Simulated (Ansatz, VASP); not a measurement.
# HfB2 in two plane-wave programs

Wanted: the spread between two codes on one cell, functional and k mesh. The cell is taken from a series of runs on this material, whose earlier steps may have relaxed, scaled, displaced or heated it; both programs get it as it stands.

Main program and level: Ansatz 0.2.0; plane waves, with VASP 6.6.1 beside it; zone-centre phonons at PBEsol.

## 1. The starting structure

It takes space group P6/mmm (No. 191, hexagonal). Conventional cell: a = 3.108 Å, b = 3.108 Å, c = 3.420 Å, α = 90.00°, β = 90.00°, γ = 120.00°. B has 3 B at 1.79 Å and 6 Hf at 2.48 Å nearest. Nearest to Hf lie 12 B at 2.48 Å. Farther neighbours are not listed.

## 2. VASP: zone-centre phonons, PBEsol

Second derivatives magnify differences that forces hide, and they need a tight electronic threshold.

Lines of VASP's logs that name or quote its potential files are left out, and so is its time.

File INCAR:

```
SYSTEM = HfB2
PREC = Accurate
ENCUT = 500
EDIFF = 1E-08
NELM = 120
ISMEAR = 1
SIGMA = 0.2
LREAL = .FALSE.
ALGO = Normal
GGA = PS
NBANDS = 14
LASPH = .TRUE.
LORBIT = 11
LWAVE = .FALSE.
LCHARG = .FALSE.
ISIF = 2
IBRION = 8
GGA_COMPAT = .FALSE.
KPAR = 2
```

File POSCAR:

```
HfB2
1.0
    3.1078430750      0.0000000000      0.0000000000
   -1.5539215375      2.6914710539      0.0000000000
    0.0000000000      0.0000000000      3.4203731099
B Hf
2 1
Direct
    0.3333333333      0.6666666667      0.5000000000
    0.6666666667      0.3333333333      0.5000000000
    0.0000000000      0.0000000000      0.0000000000
```

File KPOINTS:

```
Automatic mesh
0
Gamma
15 15 12
0 0 0
```

Potentials, in the order of the species: B and Hf_pv (PBE family, release 64).

Command:

```bash
mpirun -np 2 vasp_std
```

Numbers of over 12 decimals in the logs are rounded to 6 here.

What it wrote:

```text
[banner, memory and clock lines left out]
running    2 mpi-ranks, on    1 nodes
 distrk:  each k-point on    1 cores,    2 groups
 distr:  one band on    1 cores,    1 groups

 POSCAR found type information on POSCAR B Hf
 POSCAR found :  2 types and       3 ions
|                                                                             |
|               ----> ADVICE to this user running VASP <----                  |
|                                                                             |
|     You enforced a specific xc type in the INCAR file but a different       |
|     [... a line on the potential file left out ...]
|     I HOPE YOU KNOW WHAT YOU ARE DOING!                                     |
|                                                                             |

 LDA part: xc-table for (Slater+PW92), standard interpolation
 POSCAR, INCAR and KPOINTS ok, starting setup
 FFT: planning ... GRIDC
 FFT: planning ... GRID_SOFT
 FFT: planning ... GRID
 WAVECAR not read
 entering main loop
       N       E                     dE             d eps       ncg     rms          rms(c)
DAV:   1     0.265637346621E+02    0.26564E+02   -0.79571E+03  5300   0.106E+03
DAV:   2    -0.285749850348E+02   -0.55139E+02   -0.51596E+02  6834   0.225E+02
DAV:   3    -0.300815963595E+02   -0.15066E+01   -0.14977E+01  7098   0.281E+01
DAV:   4    -0.300882477617E+02   -0.66514E-02   -0.66505E-02  6054   0.226E+00
DAV:   5    -0.300882871699E+02   -0.39408E-04   -0.39406E-04  7116   0.154E-01    0.572E+01
DAV:   6    -0.279778613005E+02    0.21104E+01   -0.32037E+00  6372   0.125E+01    0.412E+01
DAV:   7    -0.279365711399E+02    0.41290E-01   -0.11900E+00  6708   0.782E+00    0.107E+01
DAV:   8    -0.278597953698E+02    0.76776E-01   -0.34514E-01  6336   0.436E+00    0.164E+00
DAV:   9    -0.278551920820E+02    0.46033E-02   -0.26445E-02  6204   0.130E+00    0.410E-01
DAV:  10    -0.278549546167E+02    0.23747E-03   -0.99723E-04  6546   0.269E-01    0.263E-01
DAV:  11    -0.278549614144E+02   -0.67976E-05   -0.63920E-05  6498   0.617E-02    0.833E-02
DAV:  12    -0.278549593125E+02    0.21018E-05   -0.39319E-06  6102   0.155E-02    0.205E-02
DAV:  13    -0.278549594469E+02   -0.13432E-06   -0.22616E-07  6792   0.388E-03    0.369E-03
DAV:  14    -0.278549594596E+02   -0.12754E-07   -0.34500E-08  6168   0.151E-03    0.275E-03
DAV:  15    -0.278549594821E+02   -0.22470E-07   -0.31179E-09  2970   0.491E-04    0.754E-04
DAV:  16    -0.278549594804E+02    0.17153E-08   -0.27452E-10  2742   0.152E-04
   1 F= -.27854959E+02 E0= -.27855069E+02  d E =0.327332E-03
 Linear response reoptimize wavefunctions to high precision
DAV:   1    -0.278549594781E+02    0.22951E-08   -0.12982E-10  2994   0.101E-04
DAV:   2    -0.278549594781E+02    0.79581E-11   -0.16676E-11  2706   0.373E-05
 Linear response DOF=           4
 Linear response progress:
  Degree of freedom:   1/  4
       N       E                     dE             d eps       ncg     rms          rms(c)
RMM:   1    -0.449948018942E-01   -0.44995E-01    0.24917E-02 53201   0.115E+00
RMM:   2    -0.437275187484E-01    0.12673E-02   -0.12100E-03 37917   0.203E-01    0.287E-01
RMM:   3    -0.435913940318E-01    0.13612E-03   -0.54702E-04 33929   0.118E-01    0.153E-01
RMM:   4    -0.440950535824E-01   -0.50366E-03   -0.52568E-04 34183   0.110E-01    0.201E-02
RMM:   5    -0.440587170788E-01    0.36337E-04   -0.14694E-05 37596   0.228E-02    0.646E-03
RMM:   6    -0.440560631274E-01    0.26540E-05   -0.37261E-07 39766   0.436E-03    0.194E-03
RMM:   7    -0.440519905768E-01    0.40726E-05   -0.15486E-08 39832   0.163E-03    0.975E-04
RMM:   8    -0.440529287053E-01   -0.93813E-06   -0.22830E-08 41690   0.351E-04    0.384E-04
RMM:   9    -0.440531226575E-01   -0.19395E-06   -0.81627E-09 41875   0.884E-05    0.162E-04
RMM:  10    -0.440531803446E-01   -0.57687E-07   -0.28118E-09 39599   0.443E-05    0.209E-05
RMM:  11    -0.440532192819E-01   -0.38937E-07    0.16111E-10 41579   0.123E-05    0.115E-05
RMM:  12    -0.440532201345E-01   -0.85268E-09   -0.33362E-10 38216   0.410E-06    0.186E-05
 first order change of Fermi-energy   0.11580E-04
 force on displaced ion       1 direction 1 : -18.106  -0.001   0.000
 Linear response progress:
  Degree of freedom:   2/  4
       N       E                     dE             d eps       ncg     rms          rms(c)
RMM:   1    -0.455326815950E-01   -0.45533E-01    0.44625E-02 18314   0.130E+00
RMM:   2    -0.454673758223E-01    0.65306E-04   -0.10850E-03 13544   0.198E-01    0.462E-01
RMM:   3    -0.453282201554E-01    0.13916E-03   -0.74320E-04 12224   0.139E-01    0.221E-01
RMM:   4    -0.457553646173E-01   -0.42714E-03   -0.39177E-04 13342   0.933E-02    0.311E-02
RMM:   5    -0.457867456252E-01   -0.31381E-04   -0.21121E-05 13596   0.282E-02    0.897E-03
RMM:   6    -0.457842553424E-01    0.24903E-05   -0.12093E-06 13740   0.624E-03    0.270E-03
RMM:   7    -0.457720802863E-01    0.12175E-04   -0.21779E-07 12944   0.229E-03    0.431E-04
RMM:   8    -0.457718015654E-01    0.27872E-06   -0.96298E-09 14631   0.487E-04    0.127E-04
RMM:   9    -0.457718152464E-01   -0.13681E-07    0.64675E-09 14748   0.925E-05    0.101E-04
RMM:  10    -0.457718925257E-01   -0.77279E-07   -0.12455E-09 15223   0.244E-05    0.317E-05
RMM:  11    -0.457718576638E-01    0.34862E-07   -0.85763E-10 13840   0.196E-05    0.472E-06
RMM:  12    -0.457718592780E-01   -0.16142E-08    0.18607E-09 14065   0.408E-06    0.199E-06
 first order change of Fermi-energy  -0.45618E-04
 force on displaced ion       1 direction 3 :   0.000  -0.000 -10.927
 Linear response progress:
  Degree of freedom:   3/  4
       N       E                     dE             d eps       ncg     rms          rms(c)
RMM:   1    -0.205148271276E+00   -0.20515E+00    0.46604E+00 13880   0.125E+01
RMM:   2    -0.203033239754E+00    0.21150E-02   -0.32681E-02 19274   0.124E+00    0.521E-01
RMM:   3    -0.202373958328E+00    0.65928E-03   -0.10556E-03 25263   0.165E-01    0.238E-01
RMM:   4    -0.201899634475E+00    0.47432E-03   -0.74813E-05 26425   0.536E-02    0.146E-01
RMM:   5    -0.201446497038E+00    0.45314E-03   -0.27615E-05 26517   0.374E-02    0.119E-02
RMM:   6    -0.201439634283E+00    0.68628E-05   -0.21779E-06 25887   0.104E-02    0.402E-03
RMM:   7    -0.201452825056E+00   -0.13191E-04    0.10455E-08 28131   0.238E-03    0.404E-03
RMM:   8    -0.201452640838E+00    0.18422E-06   -0.45724E-07 26775   0.560E-04    0.538E-04
RMM:   9    -0.201452305654E+00    0.33518E-06   -0.60114E-07 28150   0.224E-04    0.420E-04
RMM:  10    -0.201452643364E+00   -0.33771E-06   -0.48483E-07 27593   0.732E-05    0.584E-06
RMM:  11    -0.201452641805E+00    0.15587E-08   -0.20181E-07 28454   0.263E-05    0.277E-05
RMM:  12    -0.201452647762E+00   -0.59562E-08   -0.90130E-08 25864   0.108E-05    0.111E-05
 first order change of Fermi-energy   0.66382E-04
 force on displaced ion       3 direction 1 : -15.316   0.000   0.000
 Linear response progress:
  Degree of freedom:   4/  4
       N       E                     dE             d eps       ncg     rms          rms(c)
RMM:   1    -0.227679708584E+00   -0.22768E+00    0.45413E+00  6048   0.127E+01
RMM:   2    -0.225468738545E+00    0.22110E-02   -0.38241E-02  8144   0.132E+00    0.866E-01
RMM:   3    -0.224992197049E+00    0.47654E-03   -0.21219E-03 10577   0.208E-01    0.438E-01
RMM:   4    -0.224582209455E+00    0.40999E-03   -0.21845E-04 10128   0.770E-02    0.166E-01
RMM:   5    -0.224352826215E+00    0.22938E-03   -0.24086E-05 10726   0.314E-02    0.246E-02
RMM:   6    -0.224293968129E+00    0.58858E-04   -0.29551E-06 10668   0.982E-03    0.435E-03
RMM:   7    -0.224306502476E+00   -0.12534E-04    0.13829E-05 11358   0.334E-03    0.477E-03
RMM:   8    -0.224301058431E+00    0.54440E-05    0.27175E-05 11511   0.991E-04    0.150E-03
RMM:   9    -0.224299634537E+00    0.14239E-05    0.13107E-05 11663   0.345E-04    0.198E-04
RMM:  10    -0.224299551782E+00    0.82755E-07    0.70194E-06 12404   0.123E-04    0.527E-05
RMM:  11    -0.224299500423E+00    0.51359E-07    0.31460E-06 12110   0.506E-05    0.451E-05
RMM:  12    -0.224299472266E+00    0.28157E-07    0.16223E-06 11537   0.257E-05    0.373E-06
RMM:  13    -0.224299479805E+00   -0.75393E-08    0.77086E-07 10475   0.133E-05    0.719E-06
RMM:  14    -0.224299461071E+00    0.18734E-07    0.42095E-07  9955   0.783E-06    0.173E-06
RMM:  15    -0.224299466361E+00   -0.52898E-08    0.20019E-07  7019   0.409E-06    0.105E-06
RMM:  16    -0.224299463817E+00    0.25443E-08    0.11082E-07  6387   0.266E-06    0.928E-07
RMM:  17    -0.224299463238E+00    0.57843E-09    0.54728E-08  5881   0.190E-06    0.402E-07
 first order change of Fermi-energy  -0.11050E-04
 force on displaced ion       3 direction 3 :   0.000   0.000 -17.485
 Linear response finished
```

OUTCAR, selected parts (step 2):

```text
ion  position               nearest neighbor table
   1  0.333  0.667  0.500-   2 1.79   2 1.79   2 1.79   3 2.48   3 2.48   3 2.48   3 2.48   3 2.48
                             3 2.48
   2  0.667  0.333  0.500-   1 1.79   1 1.79   1 1.79   3 2.48   3 2.48   3 2.48   3 2.48   3 2.48
                             3 2.48
   3  0.000  0.000  0.000-   1 2.48   2 2.48   1 2.48   2 2.48   1 2.48   1 2.48   2 2.48   2 2.48
                             2 2.48   2 2.48   1 2.48   1 2.48

  LATTYP: Found a hexagonal cell.
 ALAT       =     3.1078430750
 C/A-ratio  =     1.1005617167

 Subroutine GETGRP returns: Found 24 space group operations
 (whereof 24 operations were pure point group operations)

The static configuration has the point symmetry D_6h.

 Found    189 irreducible k-points:

   k-points           NKPTS =    189   k-points in BZ     NKDIM =    189   number of bands    NBANDS=     14

   dimension x,y,z NGX =    24 NGY =   24 NGZ =   28
   dimension x,y,z NGXF=    48 NGYF=   48 NGZF=   56

   ENCUT  =  500.0 eV  36.75 Ry    6.06 a.u.   5.67  5.67  6.24*2*pi/ulx,y,z

   NELECT =      16.0000    total number of electrons

 k-points in reciprocal lattice and weights: Automatic mesh
   0.00000000  0.00000000  0.00000000       0.000
   0.06666667 -0.00000000  0.00000000       0.002
   0.13333333  0.00000000  0.00000000       0.002
   0.20000000  0.00000000  0.00000000       0.002
   0.26666667  0.00000000  0.00000000       0.002
   0.33333333  0.00000000  0.00000000       0.002
   0.40000000 -0.00000000  0.00000000       0.002
   0.46666667  0.00000000  0.00000000       0.002
   0.06666667  0.06666667  0.00000000       0.002
[...]
0.33333333  0.26666667  0.50000000       0.004
   0.33333333  0.33333333  0.50000000       0.001

 average (electrostatic) potential at core
       1 -24.8284       2 -24.8284       3 -33.6454

  Total        0.9619996      0.9619996      1.0344953      0.0000000      0.0000000      0.0000000
  in kB       53.8720130     53.8720130     57.9317758      0.0000000      0.0000000      0.0000000
  external PRESSURE =      55.2252673 kB  Pullay stress =       0.0000000 kB

  energy-cutoff  :      500.00
  volume of cell :       28.61
      direct lattice vectors                 reciprocal lattice vectors
     3.107843075  0.000000000  0.000000000     0.321766568  0.185772015  0.000000000
    -1.553921537  2.691471054  0.000000000     0.000000000  0.371544029  0.000000000
     0.000000000  0.000000000  3.420373110     0.000000000  0.000000000  0.292365765

 POSITION                                       TOTAL-FORCE (eV/Angst)
 -----------------------------------------------------------------------------------
     -0.00000      1.79431      1.71019        -0.000000     -0.000000     -0.000000
      1.55392      0.89716      1.71019         0.000000      0.000000      0.000000
      0.00000      0.00000      0.00000        -0.000000     -0.000000      0.000000
 -----------------------------------------------------------------------------------
    total drift:                               -0.000000      0.000000      0.000000

 Eigenvectors and eigenvalues of the dynamical matrix
 ----------------------------------------------------

   1 f  =   25.405037 THz   159.624555 2PiTHz  847.420819 cm-1   105.066744 meV
             X         Y         Z           dx          dy          dz
     -0.000000  1.794314  1.710187    -0.707107   -0.000001    0.000000
      1.553922  0.897157  1.710187     0.707107    0.000001   -0.000000
      0.000000  0.000000  0.000000    -0.000000   -0.000000    0.000000

   2 f  =   25.405037 THz   159.624555 2PiTHz  847.420819 cm-1   105.066744 meV
             X         Y         Z           dx          dy          dz
     -0.000000  1.794314  1.710187    -0.000001    0.707107    0.000000
      1.553922  0.897157  1.710187     0.000001   -0.707107   -0.000000
      0.000000  0.000000  0.000000     0.000000   -0.000000    0.000000

   3 f  =   17.218487 THz   108.186948 2PiTHz  574.346920 cm-1    71.209910 meV
             X         Y         Z           dx          dy          dz
     -0.000000  1.794314  1.710187    -0.000000    0.000000   -0.707107
      1.553922  0.897157  1.710187    -0.000000    0.000000    0.707107
      0.000000  0.000000  0.000000    -0.000000   -0.000000    0.000000

   4 f  =   14.882847 THz    93.511683 2PiTHz  496.438328 cm-1    61.550480 meV
             X         Y         Z           dx          dy          dz
     -0.000000  1.794314  1.710187     0.000000    0.000000    0.667798
      1.553922  0.897157  1.710187     0.000000    0.000000    0.667798
      0.000000  0.000000  0.000000    -0.000000    0.000000   -0.328773

   5 f  =   13.935676 THz    87.560433 2PiTHz  464.844106 cm-1    57.633298 meV
             X         Y         Z           dx          dy          dz
     -0.000000  1.794314  1.710187     0.667836    0.000000   -0.000000
      1.553922  0.897157  1.710187     0.667836    0.000000    0.000000
      0.000000  0.000000  0.000000    -0.328618   -0.000000    0.000000

   6 f  =   13.935676 THz    87.560433 2PiTHz  464.844106 cm-1    57.633298 meV
             X         Y         Z           dx          dy          dz
     -0.000000  1.794314  1.710187     0.000000   -0.667836    0.000000
      1.553922  0.897157  1.710187     0.000000   -0.667836    0.000000
      0.000000  0.000000  0.000000     0.000000    0.328618    0.000000

   7 f/i=    0.001018 THz     0.006394 2PiTHz    0.033942 cm-1     0.004208 meV
             X         Y         Z           dx          dy          dz
     -0.000000  1.794314  1.710187     0.000000    0.000000    0.232478
      1.553922  0.897157  1.710187     0.000000    0.000000    0.232478
      0.000000  0.000000  0.000000    -0.000000    0.000000    0.944409

   8 f/i=    0.001333 THz     0.008374 2PiTHz    0.044459 cm-1     0.005512 meV
             X         Y         Z           dx          dy          dz
     -0.000000  1.794314  1.710187     0.000000    0.232368   -0.000000
      1.553922  0.897157  1.710187     0.000000    0.232368   -0.000000
      0.000000  0.000000  0.000000    -0.000000    0.944463   -0.000000

   9 f/i=    0.001333 THz     0.008374 2PiTHz    0.044459 cm-1     0.005512 meV
             X         Y         Z           dx          dy          dz
     -0.000000  1.794314  1.710187    -0.232368    0.000000   -0.000000
      1.553922  0.897157  1.710187    -0.232368    0.000000    0.000000
      0.000000  0.000000  0.000000    -0.944463   -0.000000    0.000000

 ELASTIC MODULI CONTR FROM IONIC RELAXATION (kBar)
 Direction    XX          YY          ZZ          XY          YZ          ZX
 --------------------------------------------------------------------------------
 XX          -0.7130      0.7130      0.0000     -0.0000     -0.0000      0.0000
 YY           0.7130     -0.7130     -0.0000      0.0000      0.0000     -0.0000
 ZZ           0.0000     -0.0000     -0.0000      0.0000      0.0000     -0.0000
 XY          -0.0000      0.0000      0.0000     -0.7130      0.0000     -0.0000
 YZ          -0.0000      0.0000      0.0000      0.0000     -0.0000      0.0000
 ZX           0.0000     -0.0000     -0.0000     -0.0000      0.0000     -0.0000
 --------------------------------------------------------------------------------
```

Harder data sets than Hf_pv exist (the GW ones), and pressures, volumes and forces can shift noticeably with them.

[end of part 1 of 2]

[Lines on the potential files, build, host, timing and source positions are cut from VASP's logs without a mark.]

[Logs are printed without paths, hosts, clocks, repeated set-up lines and the standing remarks that a program may print on its own settings, such as how far it seeks lower states.]

[Hosts, paths, dates, database ids (printed as entryN), source tags and the programs' standing remarks are cut or masked in the printed files.]
